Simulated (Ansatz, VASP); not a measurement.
# One calculation of AgPt4, two programs

```
Pt Ag
1.0
     2.75319    0.00000    0.00000
    -1.37660    2.38433    0.00000
     0.00000    0.00000   25.74392
Pt Ag
4 1
Direct
  0.66667 0.33333 0.33018
  0.33333 0.66667 0.41750
  0.00000 0.00000 0.50432
  0.66667 0.33333 0.59224
  0.66667 0.33333 0.69620
```

Alike in both runs: functional LDA; k mesh 12 × 12 × 1; occupations gaussian, width 0.1 eV; no spin polarisation.

Ansatz relaxed the structure, and its values are those at the end. VASP's run is a single point on that final structure, the one shown.

```csv
,VASP,Ansatz
version,VASP 6.6.1,Ansatz 0.2.0
potentials or method,"VASP PAW LDA potentials, release 64 (Pt, Ag)","scalar-relativistic, plane waves, PAW"
plane-wave cutoff (eV),520,420
valence electrons in the cell,51,91
```

Ansatz gave:

- gap on the k mesh at the Fermi level (eV): none
- rms of the force components (eV/Å): 0.021

Task: Which values does VASP return?

Result: gap on the k mesh at the Fermi level (eV): none; rms of the force components (eV/Å): 0.027.

A gap of «none» marks a metal or a gap that the smearing closes. The two sets of potentials don't hold the same shells in valence. Ansatz warned: «xc_potential_rough_in_thin_density».

Spin-orbit coupling is left out, which matters for the levels of Pt.
